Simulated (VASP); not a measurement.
Input of a VASP 6.6.1 run:

Contents of POSCAR:

```
BN
1.0
    2.4982400000      0.0000000000      0.0000000000
   -1.2491200000      2.1635393000      0.0000000000
    0.0000000000      0.0000000000      6.6357000000
B N
2 2
Direct
    0.3333333300      0.6666666700      0.2500000000
    0.6666666700      0.3333333300      0.7500000000
    0.3333333300      0.6666666700      0.7500000000
    0.6666666700      0.3333333300      0.2500000000
```

Contents of INCAR.step1:

```
SYSTEM = BN
PREC = Accurate
ENCUT = 600
EDIFF = 1E-8
ISMEAR = 0
SIGMA = 0.02
LREAL = .False.
LASPH = .True.
NELM = 100
ALGO = Fast
ISIF = 3
LWAVE = .False.
LCHARG = .False.
GGA = CA
IBRION = 2
NSW = 40
EDIFFG = -0.002
```

INCAR.step2

```
SYSTEM = BN
PREC = Accurate
ENCUT = 600
EDIFF = 1E-8
ISMEAR = 0
SIGMA = 0.02
LREAL = .False.
LASPH = .True.
NELM = 100
ALGO = Fast
ISIF = 2
LWAVE = .False.
LCHARG = .False.
GGA = CA
IBRION = 6
NFREE = 2
POTIM = 0.015
NSW = 1
```

KPOINTS

```
regular mesh
0
Gamma
  12 12 4
  0 0 0
```

Potentials or basis: VASP PAW LDA potentials, release 64 (B, N).

Run with:

```sh
$ cat potpaw_LDA.64/B/POTCAR potpaw_LDA.64/N/POTCAR > POTCAR
$ cp INCAR.step1 INCAR
$ mpirun -np 1 vasp_std > vasp.out
$ cp CONTCAR POSCAR
$ cp INCAR.step2 INCAR
$ mpirun -np 1 vasp_std > vasp.out
```

**Question.** Predict the highest phonon frequency at Γ, LO-TO splitting left out.

**Answer.** 1380 cm⁻¹.

**Question.** What does it give for the space group after relaxing (to 0.05 Å)?

**Answer.** P6_3/mmc (No. 194).

Step by step:
```csv
step,energy change (eV),largest force (eV/Å),pressure (GPa),volume (Å³)
1,0.0000,0.0000,-2.65,35.87
2,0.0074,0.0000,4.68,35.10
3,-0.0028,0.0000,-0.22,35.60
4,-0.0028,0.0000,-0.17,35.60
5,-0.0031,0.0000,-0.15,35.53
6,-0.0039,0.0000,-0.11,35.33
7,-0.0051,0.0000,0.00,34.94
8,-0.0051,0.0000,0.26,34.15
9,-0.0055,0.0000,0.10,34.56
10,-0.0055,0.0000,0.12,34.52
11,-0.0050,0.0000,-1.11,34.62
12,-0.0055,0.0000,0.00,34.53
```
